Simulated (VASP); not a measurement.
Consider the following.

```xyz
2
Lattice="0.0000 2.1229 2.1229 2.1229 0.0000 2.1229 2.1229 2.1229 0.0000" Properties=species:S:1:pos:R:3 pbc="T T T"
Ti     0.0000     0.0000     0.0000
N      2.1229     2.1229     2.1229
```

Calculation: optB88-vdW, VASP's PBE PAW potentials (set 64) (plane waves; VASP 6.6.1). Numerical set-up: 520 eV cut-off, Gaussian smearing of 0.050 eV, potentials Ti_sv N.

Give the energies of bands 6 to 11 at the high-symmetry points, in eV from the Fermi level.

| band | Γ | X | U | L | W |
|---|---|---|---|---|---|
| 6 | -2.04 | -5.73 | -5.72 | -7.93 | -5.39 |
| 7 | -2.04 | -3.20 | -5.63 | -5.44 | -5.39 |
| 8 | -2.04 | -3.20 | -4.43 | -5.44 | -5.31 |
| 9 | -0.62 | -2.98 | -0.45 | 1.61 | 0.89 |
| 10 | -0.62 | 1.59 | 1.89 | 1.61 | 0.89 |
| 11 | -0.62 | 2.29 | 2.23 | 2.29 | 2.29 |

It has no gap at this level: it comes out as a metal or semimetal.

The compound is TiN in the rock salt structure. It was relaxed first. The electron count is odd and the run is not spin-polarised, which forces a metal.
